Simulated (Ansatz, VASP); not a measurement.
**SrTaN2 in VASP and in Ansatz**

The input POSCAR:

```
SrTaN2
1.0
    3.1297614562      0.0000000000      0.0000000000
   -1.5648807281      2.7104529288      0.0000000000
    0.0000000000      0.0000000000     14.0073239996
Sr Ta N
2 2 4
Direct
    0.3333333333      0.6666666667      0.7500000000
    0.6666666667      0.3333333333      0.2500000000
    0.0000000000      0.0000000000      0.5000000000
    0.0000000000      0.0000000000      0.0000000000
    0.3333333333      0.6666666667      0.4140000000
    0.6666666667      0.3333333333      0.9140000000
    0.6666666667      0.3333333333      0.5860000000
    0.3333333333      0.6666666667      0.0860000000
```

File INCAR.step1:

```
SYSTEM = SrTaN2
ALGO = Normal ; EDIFF = 1E-4
ENCUT = 520 ; GGA = PE
ISMEAR = 0 ; LASPH = .TRUE.
LCHARG = .FALSE. ; LREAL = .FALSE.
LWAVE = .TRUE. ; NBANDS = 41
NELM = 60 ; PREC = Accurate
SIGMA = 0.1
```

File INCAR.step2:

```
SYSTEM = SrTaN2
ALGO = Normal ; EDIFF = 1E-6
ENCUT = 520 ; ISIF = 2
ISMEAR = 0 ; ISTART = 1
LASPH = .TRUE. ; LCHARG = .TRUE.
LELF = .TRUE. ; LMIXTAU = .TRUE.
LREAL = .FALSE. ; LVHAR = .TRUE.
LWAVE = .FALSE. ; METAGGA = R2SCAN
NBANDS = 41 ; NELM = 60
PREC = Accurate ; SIGMA = 0.1
```

The input KPOINTS:

```
k-points
0
G
  6 6 2
  0 0 0
```

Input for Ansatz:

```yaml
crystal:
  lattice:
    - [3.1297614562, 0.0, 0.0]
    - [-1.5648807281, 2.7104529288, 0.0]
    - [0.0, 0.0, 14.0073239996]
  atoms:
    - { symbol: Sr, position: [0.3333333333, 0.6666666667, 0.75] }
    - { symbol: Sr, position: [0.6666666667, 0.3333333333, 0.25] }
    - { symbol: Ta, position: [0.0, 0.0, 0.5] }
    - { symbol: Ta, position: [0.0, 0.0, 0.0] }
    - { symbol: "N", position: [0.3333333333, 0.6666666667, 0.414] }
    - { symbol: "N", position: [0.6666666667, 0.3333333333, 0.914] }
    - { symbol: "N", position: [0.6666666667, 0.3333333333, 0.586] }
    - { symbol: "N", position: [0.3333333333, 0.6666666667, 0.086] }
basis:
  ecutwfc: 500
kpoints:
  mp_grid: { grid: [6, 6, 2] }
hamiltonian:
  xc: r2scan
scf:
  occupations: { method: gaussian, width: 0.1 }
  lower_state_search: "off"
output:
  forces: true
  stress: true
  eigenvalues: true
```

Alike in both runs: task single point; functional r2SCAN; k mesh 6 × 6 × 2; occupations gaussian, width 0.1 eV; no spin polarisation.

```csv
,VASP,Ansatz
version,VASP 6.6.1,Ansatz 0.2.0
potentials or method,"VASP PAW PBE potentials, release 64 (Sr_sv, Ta_pv, N)","scalar-relativistic, plane waves, PAW"
plane-wave cutoff (eV),520,500
valence electrons in the cell,62,66
```

|  | VASP | Ansatz | Ansatz less VASP |
| --- | --- | --- | --- |
| gap on the k mesh at the Fermi level (eV) | none | none | - |
| pressure (GPa) | -8.8 | -9.5 | -0.67 |
| largest component of the traceless stress (GPa) | 27.25 | 27.21 | -0.043 |
| rms of the force components (eV/Å) | 0.162 | 0.185 | +0.0225 |

Atom by atom the forces differ by 0.023 eV/Å (rms over components). A gap of «none» marks a metal or a gap that the smearing closes. The two sets of potentials don't hold the same shells in valence.

Caveats: the k mesh is coarse (spacing up to 0.39 Å⁻¹), so the values aren't converged; the PAW data sets were made with another functional, which shifts forces and pressure a little (VASP). The runs have no spin-orbit coupling, so splittings on Ta are missing.
